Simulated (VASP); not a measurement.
Computed with vdW-DF-cx, VASP's PBE PAW potentials (set 64) (plane waves; VASP).

A VASP calculation is set up with these files.

**KPOINTS**
```
Automatic mesh
0
Gamma
13 13 7
0 0 0
```

**INCAR**
```
# general
SYSTEM    =  Sc
PREC      =  Accurate
ENCUT     =  520
LREAL     =  .FALSE.
LASPH     =  .TRUE.

# electronic loop
EDIFF     =  1E-7
NELM      =  100
ALGO      =  Normal
LMAXMIX   =  4

# smearing
ISMEAR    =  1
SIGMA     =  0.1

# functional
GGA       =  CX
LUSE_VDW  =  .TRUE.
AGGAC     =  0.0

# ions
IBRION    =  2
NSW       =  30
ISIF      =  4
EDIFFG    =  -0.01

# output
LWAVE     =  .FALSE.
LCHARG    =  .FALSE.
```

**POSCAR**
```
Sc
1
    1.6237833330    -2.8124751498     0.0000000000
    1.6237833330     2.8124751498     0.0000000000
    0.0000000000     0.0000000000     5.0365179883
Sc
2
Direct
  0.3333330000   0.6666670000   0.2500000000
  0.6666670000   0.3333330000   0.7500000000
```

POTCAR, in this order: Sc_sv (PBE.64 set). Program: vasp_std.

Task: What will the output report for the number of irreducible k-points (NKPTS), largest plane-wave count, number of space-group operations, FFT grid (NGX, NGY, NGZ)?

Result: 
```
Property                                      Result
--------------------------------------  ------------
number of irreducible k-points (NKPTS)            84
largest plane-wave count                        1259
number of space-group operations                  24
FFT grid (NGX, NGY, NGZ)                24 × 24 × 40
```

The compound is Sc in the hcp structure. This cell is one point of a volume scan, at 0.97 of the reference volume. Symmetry was kept, so distortions that lower it aren't found.
